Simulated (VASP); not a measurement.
Input:

```
CELL_PARAMETERS angstrom
      0.00000     1.98298     1.98298
      1.98298     0.00000     1.98298
      1.98298     1.98298     0.00000
ATOMIC_POSITIONS crystal
  Pt 0.00000 0.00000 0.00000
```

All values below come from PBE GGA with spin-orbit coupling, VASP's PBE PAW potentials (set 64) (plane waves; VASP). Numerical set-up: 400 eV cut-off, 14×14×14 Γ-centred mesh, Gaussian smearing of 0.050 eV, potentials Pt.

Task: What does the run give for the energy per atom (σ→0), band gap (over mesh and band path) with the smallest direct gap where there is one?

Result: 
The band gap (over mesh and band path) comes out as none (metal, semimetal or under 0.01 eV) and the energy per atom (σ→0) is -6.489 eV/atom.

The compound is Pt in the fcc structure. It was relaxed first.
